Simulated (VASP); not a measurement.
VASP input:

KPOINTS:
```
kpoints
0
G
 7 7 7
```

POSCAR:
```
KCl
1.0
  0.0000000000   3.2236297095   3.2236297095
  3.2236297095   0.0000000000   3.2236297095
  3.2236297095   3.2236297095   0.0000000000
K Cl
1 1
Direct
  0.0000000000   0.0000000000   0.0000000000
  0.5000000000   0.5000000000   0.5000000000
```

INCAR:
```
SYSTEM  =  KCl
PREC  =  Accurate; ENCUT  =  520; LREAL  =  .FALSE.
LASPH  =  .TRUE.
EDIFF  =  1E-7; NELM  =  100; ALGO  =  Normal
ISMEAR  =  0; SIGMA  =  0.05
GGA  =  PE; IVDW  =  11
ISIF  =  2
LWAVE  =  .FALSE.; LCHARG  =  .FALSE.
```

POTCAR, in this order: K_sv Cl (PBE.64 set). Program: vasp_std.

Task: Write an equivalent input for Quantum ESPRESSO's pw.x.

Result: One equivalent input (not run):
```
&CONTROL
  calculation = 'scf'
  pseudo_dir = './pseudo'
  outdir = './out'
  tprnfor = .true.
  tstress = .true.
/
&SYSTEM
  ibrav = 0
  nat = 2
  ntyp = 2
  ecutwfc = 74
  occupations = 'smearing'
  smearing = 'gaussian'
  degauss = 0.003675
  input_dft = 'pbe'
  vdw_corr = 'grimme-d3'
  dftd3_version = 3
  dftd3_threebody = .false.
/
&ELECTRONS
  conv_thr = 7.3e-09
  electron_maxstep = 100
/
ATOMIC_SPECIES
  K 39.098 K.upf
  Cl 35.450 Cl.upf
CELL_PARAMETERS angstrom
     0.0000000    3.2236297    3.2236297
     3.2236297    0.0000000    3.2236297
     3.2236297    3.2236297    0.0000000
ATOMIC_POSITIONS crystal
  K    0.0000000  0.0000000  0.0000000
  Cl   0.5000000  0.5000000  0.5000000
K_POINTS automatic
  7 7 7 0 0 0
```
The two are equivalent in intent, not identical: the potentials are each code's own (VASP's PAW set, PseudoDojo norm-conserving files in pw.x), so ENCUT and ecutwfc are chosen apart and not converted; conv_thr bounds pw.x's estimated SCF error, while EDIFF bounds the energy change between steps.

The compound is KCl in the rock salt structure. This cell is one point of a volume scan, at 1.03 of the reference volume.
